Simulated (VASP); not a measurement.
The system is GaP.

```
Ga P
1.0
     0.00000    2.72000    2.72000
     2.72000    0.00000    2.72000
     2.72000    2.72000    0.00000
Ga P
1 1
Direct
  0.00000 0.00000 0.00000
  0.25000 0.25000 0.25000
```

The cell was built by a generator and needn't be a form met in nature.

| Quantity | Value |
| --- | --- |
| Program | VASP 6.6.1 |
| Task | relaxation of cell and atoms |
| Functional | LDA |
| Potentials or basis | VASP PAW LDA potentials, release 64 (Ga_d, P) |
| Cutoff | 600 eV |
| k mesh | 10 × 10 × 10 |
| Occupations | gaussian, width 0.02 eV |
| Spin | no spin polarisation |

At the start: pressure -2.2 GPa; volume 20.12 Å³/atom.

Problem. Where does the relaxation end?

Solution. Over 12 steps the energy falls by 3.6 meV/atom and the volume is 19.62 Å³/atom (-2.5 %); space group F-43m (No. 216, to 0.05 Å).

Step by step:
```
step  energy change (eV)  largest force (eV/Å)  pressure (GPa)  volume (Å³)
   1              0.0000                0.0000           -2.20        40.25
   2             -0.0049                0.0000            1.40        38.66
   3             -0.0072                0.0000            0.06        39.22
   4             -0.0072                0.0000           -0.15        39.24
   5             -0.0072                0.0000            0.03        39.24
   6             -0.0072                0.0000           -0.02        39.24
   7             -0.0072                0.0000           -0.05        39.24
   8             -0.0072                0.0000           -0.04        39.24
   9             -0.0072                0.0000           -0.04        39.24
  10             -0.0072                0.0000           -0.04        39.23
  11             -0.0072                0.0000            0.04        39.23
  12             -0.0072                0.0000           -0.01        39.23
```

Final structure:
```yaml
crystal:
  lattice:
    - [0.00000, 2.69691, 2.69691]
    - [2.69691, 0.00000, 2.69691]
    - [2.69691, 2.69691, 0.00000]
  atoms:
    - { symbol: Ga, position: [0.00000, 0.00000, 0.00000] }
    - { symbol: P, position: [0.25000, 0.25000, 0.25000] }
```
